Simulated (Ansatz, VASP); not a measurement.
# Ni8Te (Te/Ni(100)): VASP beside Ansatz, part 3 of 3

One calculation is typed for both programs; each brings its own data sets. How far apart do they land? Of the first pair: The structure shown is the start of the Ansatz relaxation below; VASP solves that cell, so the two are compared at the walk's first step.

VASP 6.6.1 and Ansatz 0.2.0.

So far: Starting point; Ansatz: relaxation, RPBE; VASP: single point, RPBE, start cell, pair 1; Comparison.

### 6. VASP: single point, RPBE, relaxed cell, pair 2

Level of this step: RPBE, spin-polarised from a ferromagnetic start; plane waves and PAW (Ni, Te) (VASP).

The same cell, functional, mesh and smearing now go to VASP, with its own data sets.

Contents of INCAR:

```
SYSTEM = Ni8Te
PREC = Accurate
ENCUT = 520
EDIFF = 1E-06
NELM = 200
ISMEAR = -1
SIGMA = 0.1
LREAL = .FALSE.
ALGO = Normal
GGA = RP
NBANDS = 121
ISPIN = 2
MAGMOM = 0.78 0.71 0.66 0.41 0.78 0.71 0.66 0.41 0.78 0.71 0.66 0.41 0.78 0.71 0.66 0.41 0.01 0.01
LASPH = .TRUE.
LMAXMIX = 4
LORBIT = 11
LWAVE = .FALSE.
LCHARG = .FALSE.
ISIF = 2
LDIPOL = .TRUE.
IDIPOL = 3
DIPOL = 0.5 0.5 0.473
LVHAR = .TRUE.
GGA_COMPAT = .FALSE.
NELMDL = -8
KPAR = 4
```

Contents of POSCAR:

```
Ni8Te
1.0
    4.9780317396      0.0000000000      0.0000000000
    0.0000000000      4.9780317396      0.0000000000
    0.0000000000      0.0000000000     25.7648633230
Ni Te
16 2
Direct
    0.2500000000      0.2500000000      0.3493129339
    0.0000000000      0.0000000000      0.4176230188
    0.2500000000      0.2498837449      0.4877105062
    0.9963419056      0.0000000000      0.5574012842
    0.2500000000      0.7500000000      0.3493129339
    0.0000000000      0.5000000000      0.4176230188
    0.2500000000      0.7501162551      0.4877105062
    0.0036580944      0.5000000000      0.5574012842
    0.7500000000      0.2500000000      0.3493129339
    0.5000000000      0.0000000000      0.4176230188
    0.7500000000      0.2501162551      0.4877105062
    0.5036580944      0.0000000000      0.5574012842
    0.7500000000      0.7500000000      0.3493129339
    0.5000000000      0.5000000000      0.4176230188
    0.7500000000      0.7498837449      0.4877105062
    0.4963419056      0.5000000000      0.5574012842
    0.2500000000      0.0000000000      0.6408680350
    0.7500000000      0.5000000000      0.6408680350
```

Contents of KPOINTS:

```
Automatic mesh
0
Gamma
6 6 1
0 0 0
```

PAW data sets: Ni and Te (PBE family, release 64).

The run is started by

```bash
$ mpirun -np 4 vasp_std
```

Numbers of over 12 decimals in the logs are rounded to 6 here.

The program printed:

```text
[banner, memory and clock lines left out]
running    4 mpi-ranks, on    1 nodes
[...]
[... a notice as in an earlier step ...]

 [... a notice as in an earlier step ...]

 LDA part: xc-table for (Slater+PW92), standard interpolation
 POSCAR, INCAR and KPOINTS ok, starting setup
[...]
entering main loop
       N       E                     dE             d eps       ncg     rms          rms(c)
DAV:   1     0.128200291283E+04    0.12820E+04   -0.72235E+04  7744   0.143E+03
DAV:   2     0.283650364601E+02   -0.12536E+04   -0.11822E+04  7744   0.329E+02
DAV:   3    -0.895642944642E+02   -0.11793E+03   -0.10688E+03  8464   0.135E+02
DAV:   4    -0.944652762059E+02   -0.49010E+01   -0.48058E+01  8656   0.274E+01
[...]
DAV:  54    -0.814409981992E+02   -0.14837E-05   -0.13229E-08  5146   0.550E-04    0.424E-04
DAV:  55    -0.814409997298E+02   -0.15307E-05   -0.17407E-08  4966   0.521E-04    0.194E-04
DAV:  56    -0.814410002340E+02   -0.50419E-06   -0.62223E-09  5034   0.303E-04
   1 F= -.81441000E+02 E0= -.80955186E+02  d E =-.971629E+00  mag=     9.4506
```

From OUTCAR (step 6):

```text
  Total       -1.2218964     -2.3291774     -0.5604484      0.0000000      0.0000000      0.0000000
  in kB       -3.0662093     -5.8448045     -1.4063813      0.0000000      0.0000000      0.0000000
  external PRESSURE =      -3.4391317 kB  Pullay stress =       0.0000000 kB

 POSITION                                       TOTAL-FORCE (eV/Angst)
 -----------------------------------------------------------------------------------
      1.24451      1.24451      9.00000         0.000000     -0.011709      0.108926
      0.00000      0.00000     10.76000        -0.055495     -0.000000     -0.120180
      1.24451      1.24393     12.56579        -0.000000     -0.005026     -0.004105
      4.95982      0.00000     14.36137        -0.005009     -0.000000      0.011546
      1.24451      3.73352      9.00000        -0.000000      0.011709      0.108926
      0.00000      2.48902     10.76000         0.055495     -0.000000     -0.120180
      1.24451      3.73410     12.56579         0.000000      0.005026     -0.004105
      0.01821      2.48902     14.36137         0.005009     -0.000000      0.011546
      3.73352      1.24451      9.00000        -0.000000      0.011709      0.108926
      2.48902      0.00000     10.76000         0.055495     -0.000000     -0.120180
      3.73352      1.24509     12.56579         0.000000      0.005026     -0.004105
      2.50723      0.00000     14.36137         0.005009     -0.000000      0.011546
      3.73352      3.73352      9.00000         0.000000     -0.011709      0.108926
      2.48902      2.48902     10.76000        -0.055495     -0.000000     -0.120180
[...]
-----------------------------------------------------------------------------------
    total drift:                               -0.000000      0.000000      0.004875

  FREE ENERGIE OF THE ION-ELECTRON SYSTEM (eV)
  ---------------------------------------------------
  free  energy   TOTEN  =       -81.4410002340 eV

  energy  without entropy=      -80.4693710385  energy(sigma->0) =      -80.95518564

 magnetization (x)
# of ion       s       p       d       tot
------------------------------------------
    1       -0.003  -0.019   0.769   0.747
    2       -0.007  -0.025   0.698   0.665
    3       -0.005  -0.021   0.649   0.622
    4       -0.006  -0.013   0.398   0.379
    5       -0.003  -0.019   0.769   0.747
    6       -0.007  -0.025   0.698   0.665
    7       -0.005  -0.021   0.649   0.622
    8       -0.006  -0.013   0.398   0.379
    9       -0.003  -0.019   0.769   0.747
   10       -0.007  -0.025   0.698   0.665
   11       -0.005  -0.021   0.649   0.622
   12       -0.006  -0.013   0.398   0.379
   13       -0.003  -0.019   0.769   0.747
[...]
--------------------------------------------------
tot         -0.084  -0.303  10.053   9.666

[... 2 parts as in an earlier step ...]

[... 1 further part left out ...]
[key lines of the parts left out:]
E-fermi :   0.4607
```

### 7. Differences

What differs besides the data sets and the points named for the pairs above, as far as they apply: the data sets hold 320 valence electrons in Ansatz (on its default PAW (the set named soft_2) files) and 172 in VASP; site moments are counted in spheres of each program's own size. Total energies have different zeros and are not compared.

Both answers:

```
                                   quantity  Ansatz  VASP  difference
                          total moment (μB)    9.71  9.45       +0.25
                         moment on Ni1 (μB)    0.78  0.75       +0.04
                         moment on Ni5 (μB)    0.78  0.75       +0.04
                        moment on Ni13 (μB)    0.78  0.75       +0.04
                         moment on Ni9 (μB)    0.78  0.75       +0.04
                        moment on Ni10 (μB)    0.71  0.67       +0.04
                        moment on Ni14 (μB)    0.71  0.67       +0.04
                         moment on Ni6 (μB)    0.71  0.67       +0.04
                         moment on Ni2 (μB)    0.71  0.67       +0.04
 work function, lower of the two faces (eV)    4.24  4.25       -0.01
work function, higher of the two faces (eV)    4.73  4.72       +0.02
```

Forces on 10 of the 18 atoms, those with the largest forces and the largest differences (eV/Å; atoms numbered as in POSCAR):

| atom | Ansatz x, y, z | VASP x, y, z |
| --- | --- | --- |
| Ni2 | -0.057, 0.000, -0.126 | -0.055, 0.000, -0.120 |
| Ni4 | -0.004, 0.000, -0.008 | -0.005, 0.000, 0.012 |
| Ni5 | 0.000, 0.013, 0.124 | 0.000, 0.012, 0.109 |
| Ni6 | 0.057, 0.000, -0.126 | 0.055, 0.000, -0.120 |
| Ni8 | 0.004, 0.000, -0.008 | 0.005, 0.000, 0.012 |
| Ni9 | 0.000, 0.013, 0.124 | 0.000, 0.012, 0.109 |
| Ni10 | 0.057, 0.000, -0.126 | 0.055, 0.000, -0.120 |
| Ni13 | 0.000, -0.013, 0.124 | 0.000, -0.012, 0.109 |
| Ni14 | -0.057, 0.000, -0.126 | -0.055, 0.000, -0.120 |
| Ni16 | -0.004, 0.000, -0.008 | -0.005, 0.000, 0.012 |

The forces differ by 7.4 meV/Å r.m.s., which is 15.8 % of the r.m.s. force of 0.047 eV/Å (both taken over all components). With vacuum in the cell, a pressure given here is an average over mostly empty space and none of the material.

### 8. Outcome

```
r.m.s. force difference (single point, RPBE, start cell, pair 1)   : 2.0 % of the r.m.s. force
r.m.s. force difference (single point, RPBE, relaxed cell, pair 2) : 7.4 meV/Å
```

**Reading.** The r.m.s. force difference is 2.0 % of the r.m.s. force (single point, RPBE, start cell, pair 1), within the 3 % picked in this series as the mark of a large difference. The data sets hold unlike numbers of valence electrons (320 in Ansatz and 172 in VASP), so part of the differences comes from the potentials. How closely two codes agree says nothing of how well the functional describes the real material.

[Lines on the potential files, build, host, timing and source positions are cut from VASP's logs without a mark.]

[Logs are printed without paths, hosts, clocks, repeated set-up lines and the standing remarks that a program may print on its own settings, such as how far it seeks lower states.]

[Hosts, paths, dates, database ids (printed as entryN), source tags and the programs' standing remarks are cut or masked in the printed files.]
